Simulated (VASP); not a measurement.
## Ni$_{3}$Si (L1_2): computed properties

The numbers are results of PBE GGA, VASP's PBE PAW potentials (set 64) (plane waves; VASP), not measurements.

- space group: Pm-3m (221)
- cell: a = 3.504 Å, b = 3.504 Å, c = 3.504 Å, α = 90.00°, β = 90.00°, γ = 90.00°
- volume per atom: 10.75 Å³/atom
- band gap (over mesh and band path): none (metal, semimetal or under 0.01 eV)
- Hill bulk modulus: 213 GPa
- Hill shear modulus: 105 GPa
- Poisson's ratio: 0.289
- band gap with spin-orbit coupling: none (metallic)
- density: 7.88 g/cm³
- optical Γ-point spectrum: 196 (×3), 223 (×3), 319 (×3) cm⁻¹
- C11: 315 GPa
- C12: 162 GPa
- C44: 130 GPa

```xyz
4
Lattice="3.5036 0.0000 0.0000 0.0000 3.5036 0.0000 0.0000 0.0000 3.5036" Properties=species:S:1:pos:R:3 pbc="T T T"
Si     0.0000     0.0000     0.0000
Ni     0.0000     1.7518     1.7518
Ni     1.7518     0.0000     1.7518
Ni     1.7518     1.7518     0.0000
```

Measured: a 3.510 Å (computed value off by -0.2 %), as given by Metallic Nickel Silicides: Experiments and Theory for NiSi and First Principles Calculations for Other Phases, …. The calculation is for a static lattice, while the measured a holds thermal and zero-point effects, which are part of the difference. Finite-difference elastic constants of metals are sensitive to mesh and smearing; shear constants can be off by tens of GPa.

The compound is Ni3Si in the L1_2 structure. It was relaxed first. Symmetry was kept, so distortions that lower it aren't found. The run is not spin-polarised, so no magnetic state was tried.
